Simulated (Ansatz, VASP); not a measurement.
**HfC: VASP beside Ansatz**

One calculation is typed for both programs; each brings its own data sets. How far apart do they land? The cell is generated by rule, not measured, and may not be a known phase. The cell is taken from a series of runs on this material, whose earlier steps may have relaxed, scaled, displaced or heated it; both programs get it as it stands.

Program: Ansatz 0.2.0. Level of theory: plane waves, with VASP 6.6.1 beside it; relaxation of cell and atoms at LDA. Results are calculated unless marked as measured.

The structure was built from a prototype and need not be the compound's stable phase.

## 1. The starting structure

The structure is cubic, space group Pm-3m (No. 221). Conventional cell: a = 2.842 Å, b = 2.842 Å, c = 2.842 Å, α = 90.00°, β = 90.00°, γ = 90.00°. Hf has 8 C at 2.46 Å nearest. Nearest to C lie 8 Hf at 2.46 Å. Farther neighbours are not listed.

## 2. VASP: relaxation of cell and atoms, LDA

The relaxed volume is the usual yardstick between codes: in a stiff, nearly cubic crystal its relative difference is about their pressure difference at one cell divided by the bulk modulus.

Lines of VASP's logs that name or quote its potential files are left out, and so is its time.

File INCAR:

```
SYSTEM = HfC
PREC = Accurate
ENCUT = 600
EDIFF = 1E-07
NELM = 120
ISMEAR = 0
SIGMA = 0.1
LREAL = .FALSE.
ALGO = Normal
GGA = CA
NBANDS = 13
LASPH = .TRUE.
LORBIT = 11
LWAVE = .FALSE.
LCHARG = .FALSE.
ISIF = 3
IBRION = 2
NSW = 80
EDIFFG = -0.005
GGA_COMPAT = .FALSE.
NELMIN = 4
```

File POSCAR:

```
HfC
1.0
    2.8423320000      0.0000000000      0.0000000000
    0.0000000000      2.8423320000      0.0000000000
    0.0000000000      0.0000000000      2.8423320000
Hf C
1 1
Direct
    0.0000000000      0.0000000000      0.0000000000
    0.5000000000      0.5000000000      0.5000000000
```

File KPOINTS:

```
Automatic mesh
0
Gamma
12 12 12
0 0 0
```

PAW data sets: Hf_pv and C (LDA family, release 64).

Launch:

```console
$ mpirun -np 1 vasp_std
```

Numbers of over 12 decimals in the logs are rounded to 6 here.

The program printed:

```text
[banner, memory and clock lines left out]
running    1 mpi-ranks, on    1 nodes
 distrk:  each k-point on    1 cores,    1 groups
 distr:  one band on    1 cores,    1 groups

 POSCAR found type information on POSCAR HfC
 POSCAR found :  2 types and       2 ions
 LDA part: xc-table for (Slater(with rela. corr.)+CA(PZ))
 , standard interpolation
 POSCAR, INCAR and KPOINTS ok, starting setup
 FFT: planning ... GRIDC
 FFT: planning ... GRID_SOFT
 FFT: planning ... GRID
 WAVECAR not read
 entering main loop
       N       E                     dE             d eps       ncg     rms          rms(c)
DAV:   1     0.276026564332E+02    0.27603E+02   -0.83941E+03  2184   0.117E+03
DAV:   2    -0.217054945238E+02   -0.49308E+02   -0.46605E+02  2831   0.220E+02
DAV:   3    -0.233773600838E+02   -0.16719E+01   -0.16624E+01  2642   0.296E+01
DAV:   4    -0.233854898217E+02   -0.81297E-02   -0.81287E-02  2409   0.247E+00
DAV:   5    -0.233855433088E+02   -0.53487E-04   -0.53486E-04  2588   0.172E-01    0.493E+01
DAV:   6    -0.207111384636E+02    0.26744E+01   -0.18908E+01  2407   0.204E+01    0.399E+01
DAV:   7    -0.203074820872E+02    0.40366E+00   -0.19019E+00  2362   0.729E+00    0.268E+01
DAV:   8    -0.202608180564E+02    0.46664E-01   -0.24874E-01  2522   0.357E+00    0.786E+00
DAV:   9    -0.202450633451E+02    0.15755E-01   -0.26275E-02  2583   0.119E+00    0.417E-01
DAV:  10    -0.202449902882E+02    0.73057E-04   -0.24033E-03  2655   0.348E-01    0.222E-01
DAV:  11    -0.202448946047E+02    0.95683E-04   -0.20107E-04  2539   0.852E-02    0.136E-01
DAV:  12    -0.202448996185E+02   -0.50138E-05   -0.17018E-05  2639   0.344E-02    0.156E-01
DAV:  13    -0.202448950356E+02    0.45829E-05   -0.10293E-05  2729   0.242E-02    0.629E-03
DAV:  14    -0.202448949836E+02    0.52002E-07   -0.55745E-07  2757   0.591E-03
   1 F= -.20244895E+02 E0= -.20239046E+02  d E =-.202449E+02
 curvature:   0.00 expect dE= 0.000E+00 dE for cont linesearch  0.000E+00
 trial: gam= 0.00000 g(F)=  0.000E+00 g(S)=  0.481E-04 ort = 0.000E+00 (trialstep = 0.100E+01)
 search vector abs. value=  0.481E-04
 bond charge predicted
       N       E                     dE             d eps       ncg     rms          rms(c)
DAV:   1    -0.202450400280E+02   -0.14499E-03   -0.41259E-03  2259   0.530E-01    0.158E-01
DAV:   2    -0.202449272447E+02    0.11278E-03   -0.16459E-04  2674   0.114E-01    0.946E-02
DAV:   3    -0.202448935669E+02    0.33678E-04   -0.67430E-05  2620   0.574E-02    0.548E-02
DAV:   4    -0.202448849656E+02    0.86013E-05   -0.20075E-05  2620   0.369E-02    0.403E-02
DAV:   5    -0.202448849731E+02   -0.75365E-08   -0.14127E-06  2898   0.878E-03    0.189E-02
DAV:   6    -0.202448848954E+02    0.77776E-07   -0.76284E-08  2536   0.186E-03
   2 F= -.20244885E+02 E0= -.20239049E+02  d E =0.100883E-04
 trial-energy change:    0.000010  1 .order    0.000010   -0.000048    0.000069
 step:   0.4114(harm=  0.4114)  dis= 0.00000  next Energy=   -20.244905 (dE=-0.989E-05)
 bond charge predicted
       N       E                     dE             d eps       ncg     rms          rms(c)
DAV:   1    -0.202449588995E+02   -0.73926E-04   -0.14296E-03  2274   0.312E-01    0.923E-02
DAV:   2    -0.202449198101E+02    0.39089E-04   -0.57454E-05  2674   0.670E-02    0.553E-02
DAV:   3    -0.202449081878E+02    0.11622E-04   -0.23175E-05  2615   0.336E-02    0.321E-02
DAV:   4    -0.202449051417E+02    0.30461E-05   -0.70853E-06  2610   0.219E-02    0.236E-02
DAV:   5    -0.202449051438E+02   -0.21216E-08   -0.48678E-07  2865   0.516E-03
   3 F= -.20244905E+02 E0= -.20239062E+02  d E =-.101602E-04
 curvature:  -0.21 expect dE=-0.129E-09 dE for cont linesearch -0.129E-09
 trial: gam=-0.00360 g(F)=  0.793E-69 g(S)=  0.630E-09 ort = 0.174E-06 (trialstep = 0.882E+00)
 search vector abs. value=  0.100E-09
 reached required accuracy - stopping structural energy minimisation
```

Parts of OUTCAR (step 2):

```text
ion  position               nearest neighbor table
   1  0.000  0.000  0.000-   2 2.46   2 2.46   2 2.46   2 2.46   2 2.46   2 2.46   2 2.46   2 2.46

  LATTYP: Found a simple cubic cell.
 ALAT       =     2.8423320000

 Subroutine GETGRP returns: Found 48 space group operations
 (whereof 48 operations were pure point group operations)

The static configuration has the point symmetry O_h .

 Found     84 irreducible k-points:

   k-points           NKPTS =     84   k-points in BZ     NKDIM =     84   number of bands    NBANDS=     13

   dimension x,y,z NGX =    24 NGY =   24 NGZ =   24
   dimension x,y,z NGXF=    48 NGYF=   48 NGZF=   48

   ENCUT  =  600.0 eV  44.10 Ry    6.64 a.u.   5.68  5.68  5.68*2*pi/ulx,y,z

   NELECT =      14.0000    total number of electrons

 k-points in reciprocal lattice and weights: Automatic mesh
   0.00000000  0.00000000  0.00000000       0.001
   0.08333333  0.00000000  0.00000000       0.003
   0.16666667  0.00000000  0.00000000       0.003
   0.25000000  0.00000000  0.00000000       0.003
   0.33333333  0.00000000  0.00000000       0.003
   0.41666667  0.00000000  0.00000000       0.003
   0.50000000  0.00000000  0.00000000       0.002
   0.08333333  0.08333333  0.00000000       0.007
   0.16666667  0.08333333  0.00000000       0.014
[...]
0.50000000  0.50000000  0.41666667       0.003
   0.50000000  0.50000000  0.50000000       0.001

 average (electrostatic) potential at core
       1 -34.8892       2 -51.1238

 E-fermi :   6.9867

 k-point     1 :       0.0000    0.0000    0.0000
  band No.  band energies     occupation
    ...
      2     -22.5384      2.00000
      3     -22.5384      2.00000
      4      -5.9232      2.00000
      5       4.8752      2.00000
      6       4.8752      2.00000
      7       8.2158      0.00000
      8       8.2158      0.00000
      9       8.2158      0.00000
     10      13.5021      0.00000
     11      13.5021      0.00000
    ...

 k-point     2 :       0.0833    0.0000    0.0000
  band No.  band energies     occupation
    ...
      2     -22.5298      2.00000
      3     -22.5298      2.00000
      4      -5.7575      2.00000
      5       4.8124      2.00000
      6       4.9452      2.00000
      7       8.0124      0.00000
      8       8.0124      0.00000
      9       8.1482      0.00000
     10      13.5409      0.00000
     11      13.6622      0.00000
    ...

 k-point     3 :       0.1667    0.0000    0.0000
  band No.  band energies     occupation
    ...
      2     -22.5065      2.00000
      3     -22.5065      2.00000
      4      -5.2869      2.00000
      5       4.3130      2.00000
      6       5.1446      2.00000
      7       7.5057      0.00000
      8       7.5057      0.00000
      9       8.4911      0.00000
     10      13.6492      0.00000
     11      14.0772      0.00000
    ...

  Total       -0.0000933     -0.0000933     -0.0000933      0.0000000      0.0000000      0.0000000
  in kB       -0.0065131     -0.0065131     -0.0065131      0.0000000      0.0000000      0.0000000
  external PRESSURE =      -0.0065131 kB  Pullay stress =       0.0000000 kB

  energy-cutoff  :      600.00
  volume of cell :       22.95
      direct lattice vectors                 reciprocal lattice vectors
     2.841604862 -0.000000000 -0.000000000     0.351913812 -0.000000000 -0.000000000
     0.000000000  2.841604862  0.000000000     0.000000000  0.351913812 -0.000000000
     0.000000000  0.000000000  2.841604862     0.000000000 -0.000000000  0.351913812

 POSITION                                       TOTAL-FORCE (eV/Angst)
 -----------------------------------------------------------------------------------
      0.00000      0.00000      0.00000        -0.000000      0.000000      0.000000
      1.42080      1.42080      1.42080         0.000000      0.000000      0.000000
 -----------------------------------------------------------------------------------
    total drift:                                0.000000      0.000000     -0.000000

  FREE ENERGIE OF THE ION-ELECTRON SYSTEM (eV)
  ---------------------------------------------------
  free  energy   TOTEN  =       -20.2449051438 eV

  energy  without entropy=      -20.2332179446  energy(sigma->0) =      -20.23906154

 reached required accuracy - stopping structural energy minimisation

 total charge
# of ion       s       p       d       tot
------------------------------------------
    1        0.349   6.535   1.847   8.731
    2        0.869   1.447   0.000   2.316
--------------------------------------------------
tot          1.218   7.981   1.847  11.047

[... 3 further parts left out ...]
```

## 3. Ansatz: relaxation of cell and atoms, LDA

Ansatz runs on its default PAW (the set named soft_2) files.

The same cell, functional (in two slightly different forms), mesh and smearing now go to Ansatz, which takes its cutoff from its data sets.

File input.yaml:

```yaml
crystal:
  lattice:
    - [2.8423315858, 0.0, 0.0]
    - [0.0, 2.8423315858, 0.0]
    - [0.0, 0.0, 2.8423315858]
  atoms:
    - { symbol: Hf, position: [0.0, 0.0, 0.0] }
    - { symbol: C, position: [0.5, 0.5, 0.5] }
kpoints:
  mp_grid: { grid: [12, 12, 12] }
hamiltonian:
  xc: lda
scf:
  occupations: { method: gaussian, width: 0.1 }
output:
  forces: true
  stress: true
  eigenvalues: true
relax:
  adjacent_minimum: "off"
  f_tol: 0.003
  max_steps: 80
  cell: { stress_tol: 0.03 }
```

Launch:

```console
$ ansatz run input.yaml --threads 4 --pin off --max-ram 8192MiB --backend cpu --events-out ev --progress --plain --runs-dir out
```

The program printed:

```text
Engine: ansatz 0.2.0, aarch64-unknown-linux-gnu
Pseudopotentials: kind: paw
Pseudopotential: Hf, paw, valence charge 26, recommended cutoff 420 eV (normal), Hf.paw.azcp
Pseudopotential: C, paw, valence charge 4, recommended cutoff 420 eV (normal), C.paw.azcp
Functional definition: SPW92
  exchange = slater_x
  correlation = pw_c
Crystal: 2 atoms, lattice volume = 22.963 Å³
Basis set: ecut = 420 eV, 461 PW (Γ)
Bands: 19, of which v1, the nominal top of the filled ones, is band 15 counted from 1 (14 counted from 0)
Symmetry: 48 space group operations
Space group: Pm-3m (ITA 221), of the structure as read, at distance tolerance 2.8e-5 Å
k-points: 84 of 1728
Non-local potential: Hf, projectors of the file, l = 0: 3, l = 1: 2, l = 2: 2, l = 3: 3
Non-local potential: C, projectors of the file, l = 0: 2, l = 1: 2, l = 2: 1
PAW form: soft (Blöchl's): semilocal exchange-correlation on the pseudo side does not see the compensation charge
PAW frozen core: Hf, regenerated for the run's functional, and the local potential with it (the file was generated under x = pbe(κ = 0.804, μ = 0.219515), c = pbe(β = 0.066725))
PAW frozen core: C, regenerated for the run's functional, and the local potential with it (the file was generated under x = pbe(κ = 0.804, μ = 0.219515), c = pbe(β = 0.066725))
PAW one-centre angular grid: Hf, 590 points (default); XC on 64 Gauss nodes
PAW one-centre angular grid: C, 110 points (default); XC on 64 Gauss nodes
Initial density: superposition of atomic densities (neutral atoms: chi_scale 0, normalization atom), corrected by the library's trained network
Initial wavefunctions: pseudopotential atomic-orbital guess
Functional: x = slater, c = lda
SCF iter   1: F=—  HF=-15719.216701 eV  |F-HF|=—  |Δ(HF+E_count)|=         —  Δρ=1.86e-2  dr2=1.20e-1  ethr=1.77e-3  ⟨swp⟩=4.6  Hψ=6356  notcnv=0
preconditioner: auto → none  [metal: Δε(μ)=0.025 eV  Ē_g=17.990 eV  σ=0.100 eV  W_gap=0.14  n_scr=6 (ndim 8)  ℏωp=41.0 eV  f_vac=0.000  D(μ)=2.69/eV (n_scr^D=32)  sad-step TF]
SCF iter   2: F=—  HF=-15719.207595 eV  |F-HF|=—  |Δ(HF+E_count)|=   9.11e-3  Δρ=1.35e-2  dr2=6.76e-2  ethr=4.00e-4  ⟨swp⟩=1.0  Hψ=2268  notcnv=0
SCF iter   3: F=—  HF=-15719.197721 eV  |F-HF|=—  |Δ(HF+E_count)|=   9.87e-3  Δρ=2.56e-3  dr2=1.56e-3  ethr=2.25e-4  ⟨swp⟩=2.1  Hψ=1891  notcnv=0
SCF iter   4: F=—  HF=-15719.196088 eV  |F-HF|=—  |Δ(HF+E_count)|=   1.63e-3  Δρ=1.59e-3  dr2=1.97e-4  ethr=5.19e-6  ⟨swp⟩=2.0  Hψ=2852  notcnv=0  defer=1
SCF iter   5: F=—  HF=-15719.195988 eV  |F-HF|=—  |Δ(HF+E_count)|=   1.01e-4  Δρ=3.10e-4  dr2=1.12e-5  ethr=6.55e-7  ⟨swp⟩=2.7  Hψ=3012  notcnv=0  defer=1
SCF iter   6: F=—  HF=-15719.195979 eV  |F-HF|=—  |Δ(HF+E_count)|=   8.63e-6  Δρ=3.60e-5  dr2=1.70e-7  ethr=3.74e-8  ⟨swp⟩=2.0  Hψ=1978  notcnv=0  defer=1
SCF iter   7: F=-15719.195979 eV  HF=-15719.195979 eV  |F-HF|=1.92e-9  |Δ(HF+E_count)|=   3.06e-9  Δρ=3.48e-6  dr2=1.66e-9  ethr=3.33e-10  ⟨swp⟩=4.5  Hψ=5957  notcnv=0
SCF 1 converged in 7 iterations: F = -15719.195979 eV  dr2 = 1.66e-9
  greatest PAW one-centre occupation: 0.998 electrons in one spin orbital (limit 2), on the Hf atom at site 0 (counted from 0), in its partial waves of l = 3
relax step   1: F+E_penalty+E_count = -15719.19597891 eV  Δ(F+E_penalty+E_count) = +0.000e0 eV  max|allowed force component| = 3.977e-30 eV/Å  Δτ_max = 0.0000 Å  P = +0.496 GPa  Ω = 22.963 Å³  (7 SCF iters, dr2 threshold 1.00e-7 eV, accepted)
[...]
relax step   2: F+E_penalty+E_count = -15719.19587103 eV  Δ(F+E_penalty+E_count) = +1.079e-4 eV  max|allowed force component| = 4.602e-30 eV/Å  Δτ_max = 0.0000 Å  P = -0.358 GPa  Ω = 23.046 Å³  energy of the carried Pulay correction = -1.431e-4 eV  (6 SCF iters, dr2 threshold 2.00e-7 eV, accepted)
[...]
relax step   3: F+E_penalty+E_count = -15719.19597014 eV  Δ(F+E_penalty+E_count) = -9.911e-5 eV  max|allowed force component| = 3.287e-31 eV/Å  Δτ_max = 0.0000 Å  P = -0.001 GPa  Ω = 23.011 Å³  energy of the carried Pulay correction = -8.310e-5 eV  (6 SCF iters, dr2 threshold 2.00e-7 eV, accepted)
[...]
relax step   4: F+E_penalty+E_count = -15719.19609032 eV  Δ(F+E_penalty+E_count) = -1.202e-4 eV  max|allowed force component| = 8.546e-31 eV/Å  Δτ_max = 0.0000 Å  P = +0.003 GPa  Ω = 23.011 Å³  stress off target by 3.47e-3 GPa  SCF on the basis re-selected at this cell (its energy is not comparable with the rows above)  (9 SCF iters)
basis re-selected at this cell: Δ(F+E_penalty+E_count) = -1.202e-4 eV, ΔP = +0.005 GPa vs the last step (what re-selecting the basis moved, of the pressure what is left beyond the Pulay correction that the steps carried, after the strain that the cell walked since its last selection, with what the two solves' SCF thresholds leave and, on support functions, any second-order correction that the steps lacked; it is no m [...]
SCF converged after 9 iterations
Free energy (F): -15719.196090 eV
Harris-Foulkes:  -15719.196090 eV  (|F-HF|=3.64e-12)
Internal energy: -15719.184442 eV  (E = F + TS)
E sigma→0 (E₀):  -15719.190266 eV
Entropy (-TS):   -0.011649 eV (-5.824 meV/atom)
Fermi energy:    22.156131 eV
--- Per-component energies (eV) ---
  E_band       = 166.339717
  E_kinetic    = 516.053543
  E_local      = -4809.866698  (includes V_loc(G=0)·N_el)
  E_nonlocal   = -1204.250805
  E_hartree    = 2293.350132
  E_xc         = -347.166987
  E_vxc        = -328.428890  (∫ρ·V_xc dr)
  E_paw        = -6777.617153  (= ΣΔE_a)
  E_vpaw       = 1406.132299  (= ΣTr[D̂ρ^β])
  E_aug_tail   = 0.000005  (compensation charges beyond the density's cutoff)
  E_ewald      = -5392.206553
  E_core_change = 2.520075  (= ΣΔE_core)
  E_smearing   = -0.011649  (= −TS)
  E_closure    = 0.000000  (closes the sum)
  Σ components = -15719.196090   (vs F -15719.196090, Δ=0.00e0)
--- Forces (eV/Å), atoms counted from 1 ---
  atom   1  Hf    -0.00000000    -0.00000000     0.00000000
  atom   2  C     -0.00000000    -0.00000000    -0.00000000
  max |Σ_I F_I| component: 3.16e-30 eV/Å
--- Stress (GPa, compression-positive) ---
        0.003473      -0.000000       0.000000
       -0.000000       0.003473      -0.000000
        0.000000      -0.000000       0.003473
  P = ⅓ Tr σ = 0.0035 GPa (0.035 kbar)
--- Band table (eV; the first three rows and the last of 84) ---
  k-point 0: bands = [... 11 lower, 10.8541, 20.0518, 20.0518, 23.3954, 23.3954, 23.3954, 28.6305, 28.6305]
  k-point 1: bands = [... 11 lower, 10.8528, 19.9834, 20.1221, 23.1904, 23.1904, 23.3329, 28.6691, 28.7914]
  k-point 2: bands = [... 11 lower, 10.8493, 19.4744, 20.3216, 22.6799, 22.6799, 23.6836, 28.7766, 29.2067]
  k-point 83: bands = [... 11 lower, 15.3658, 16.3331, 16.3331, 16.3331, 31.6249, 31.6249, 31.6249, 31.8479]
--- Relaxed structure (3 steps of the walk, 3 accepted, 1 SCFs on fresh bases) ---
  F+E_penalty+E_count = -15719.19609032 eV   max|allowed force component| = 8.546e-31 eV/Å   (the final SCF, on the basis selected at the relaxed cell)
  cell:  # Å, volume = 23.0110 Å³
    - [2.844318, 0, 0]
    - [0, 2.844318, 0.0]
    - [0, 0.0, 2.844318]
  atoms:
    - { symbol: Hf, position: [0, 0, 0] }
    - { symbol: C, position: [0.500000, 0.500000, 0.500000] }
```

In the SCF lines HF is the Harris–Foulkes energy and dr2 the Hartree energy of the density residual, in eV; the loop may stop once dr2 is under the threshold and the program's other checks hold. Hψ counts applications of the Hamiltonian.

## 4. Side by side

Known differences besides the potentials themselves: the two LDA forms differ slightly; the data sets hold 30 valence electrons in Ansatz (on its default PAW (the set named soft_2) files) and 14 in VASP; the cutoff is 420 eV in Ansatz and 600 eV in VASP; VASP's log shows a relativistic correction to its local exchange, Ansatz's none; Ansatz adds a Pulay correction to the stress that steers its cell, VASP none. Total energies have different zeros and are not compared.

The two programs side by side:

```tsv
quantity	Ansatz	VASP	difference
volume (Å³)	23.01	22.95	+0.29 %
edge a after relaxation, in the typed setting (Å)	2.844	2.842	+0.10 %
```

VASP's last cycles still show a density residual of 2e-03, so its state may not be settled.

## 5. What came out

* difference in volume (relaxation of cell and atoms, LDA): 0.29 %

What this shows: The difference in volume is 0.29 % (relaxation of cell and atoms, LDA), within the 1.2 % picked in this series as the mark of a large difference, as far as the stopping tolerances let one tell. The data sets hold unlike numbers of valence electrons (30 in Ansatz and 14 in VASP), so part of the differences comes from the potentials. 1 further run of this series is not shown here. Such differences can come from data sets, numerical settings and the points named under the comparisons, not from the functional's error against experiment.

[Lines on the potential files, build, host, timing and source positions are cut from VASP's logs without a mark.]

[Logs are printed without paths, hosts, clocks, repeated set-up lines and the standing remarks that a program may print on its own settings, such as how far it seeks lower states.]

[Hosts, paths, dates, database ids (printed as entryN), source tags and the programs' standing remarks are cut or masked in the printed files.]
